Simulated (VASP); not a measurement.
Here is the system:

```
Se
1.0
    2.18500    -3.78453     0.00000
    2.18500     3.78453     0.00000
    0.00000     0.00000     4.95000
Se
3
Direct
  0.00000   0.22500   0.66667
  0.77500   0.77500   0.00000
  0.22500   0.00000   0.33333
```

The numbers are results of PBE GGA, VASP's PBE PAW potentials (set 64) (plane waves; VASP), not measurements. Run with 300 eV cut-off, 6×6×5 Γ-centred mesh, Fermi-Dirac smearing of 0.010 eV, potentials Se.

### Question
Give the force on each atom (eV/Å).

### Answer

```csv
atom,Fx,Fy,Fz
Se1,0.229,0.396,0.000
Se2,-0.457,0.000,0.000
Se3,0.229,-0.396,0.000
```

### Question
Give the stress tensor in GPa (positive for a compressed cell).

### Answer

```
2.36  0.00  0.00
0.00  2.36  0.00
0.00  0.00  4.24
```
The pressure is its mean diagonal, 2.99 GPa.

The structure is a typed Se crystal. The cell was not relaxed at this level.
